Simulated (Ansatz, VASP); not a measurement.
Two plane-wave programs on ZnRe

Contents of INCAR:

```
SYSTEM = ZnRe
PREC = Accurate ; ENCUT = 520
EDIFF = 1E-7 ; ISMEAR = -1
SIGMA = 0.05 ; LREAL = .False.
LASPH = .True. ; NELM = 60
ALGO = Normal ; ISIF = 2
LWAVE = .False. ; LCHARG = .False.
GGA = PE ; NBANDS = 16
```

KPOINTS

```
regular mesh
0
Gamma
  11 11 6
  0 0 0
```

Contents of POSCAR:

```
ZnRe
1.0
    2.7843832587      0.0000000000      0.0000000000
   -1.3921916293      2.4113466359      0.0000000000
    0.0000000000      0.0000000000      4.5532052293
Re Zn
1 1
Direct
    0.3333333333      0.6666666667      0.5000000000
    0.0000000000      0.0000000000      0.0000000000
```

The input input.yaml:

```yaml
crystal:
  lattice:
    - [2.7843832587, 0.0, 0.0]
    - [-1.3921916293, 2.4113466359, 0.0]
    - [0.0, 0.0, 4.5532052293]
  atoms:
    - { symbol: Re, position: [0.3333333333, 0.6666666667, 0.5] }
    - { symbol: Zn, position: [0.0, 0.0, 0.0] }
hamiltonian:
  xc: pbe
  pseudopotentials: { kind: paw }
kpoints:
  mp_grid: { grid: [11, 11, 6] }
scf:
  occupations: { method: fermi_dirac, width: 0.05 }
output:
  forces: true
  stress: true
  eigenvalues: true
  write_density: true
  write_potential: true
  elf: true
  volumetric_format: npy
```

Change from the starting cell: volume scaled by 1.04.

Alike in both runs: task single point; functional PBE; k mesh 11 × 11 × 6; occupations fermi-dirac, width 0.05 eV; no spin polarisation.

```csv
,VASP,Ansatz
version,VASP 6.6.1,Ansatz 0.2.0
potentials or method,"VASP PAW PBE potentials, release 64 (Re, Zn)",Ansatz PAW
plane-wave cutoff (eV),520,420
valence electrons in the cell,19,27
```

Ansatz gave:

```
gap on the k mesh at the Fermi level (eV)       : none
pressure (GPa)                                  : -9.1
largest component of the traceless stress (GPa) : 0.86
```

Problem. What did VASP give for the same quantities?

Solution. gap on the k mesh at the Fermi level (eV): none; pressure (GPa): -9.2; largest component of the traceless stress (GPa): 1.10.

A gap of «none» marks a metal or a gap that the smearing closes. The two sets of potentials don't hold the same shells in valence.

Spin-orbit coupling is left out, which matters for the levels of Re.
